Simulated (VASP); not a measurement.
Data:

```
WS2
1.0
    1.56073    -2.70327     0.00000
    1.56073     2.70327     0.00000
    0.00000     0.00000    12.22943
W S
2 4
Direct
  0.33333   0.66667   0.25000
  0.66667   0.33333   0.75000
  0.33333   0.66667   0.87770
  0.66667   0.33333   0.37770
  0.66667   0.33333   0.12230
  0.33333   0.66667   0.62230
```

Level of theory: vdW-DF-cx, VASP's PBE PAW potentials (set 64) (plane waves; VASP). Numerical set-up: 520 eV cut-off, 8×8×2 Γ-centred mesh, Gaussian smearing of 0.050 eV, potentials W_sv S.

Question: The ions and cell shape at fixed volume are relaxed. Give the cell that the relaxation ends in.

Answer: 
```
WS2
1.0
    1.57094    -2.72095     0.00000
    1.57094     2.72095     0.00000
    0.00000     0.00000    12.07101
W S
2 4
Direct
  0.33333   0.66667   0.25000
  0.66667   0.33333   0.75000
  0.33333   0.66667   0.88076
  0.66667   0.33333   0.38076
  0.66667   0.33333   0.11924
  0.33333   0.66667   0.61924
```
Space group P6_3/mmc (194), at a tolerance of 0.03 Å.

Question: How much energy does the relaxation gain?

Answer: The energy (σ→0) changes by -6.6 meV/atom, in 5 ionic steps.

The compound is WS2 in the 2H layered structure. This cell is one point of a volume scan, at 0.97 of the reference volume. Symmetry was kept, so distortions that lower it aren't found.
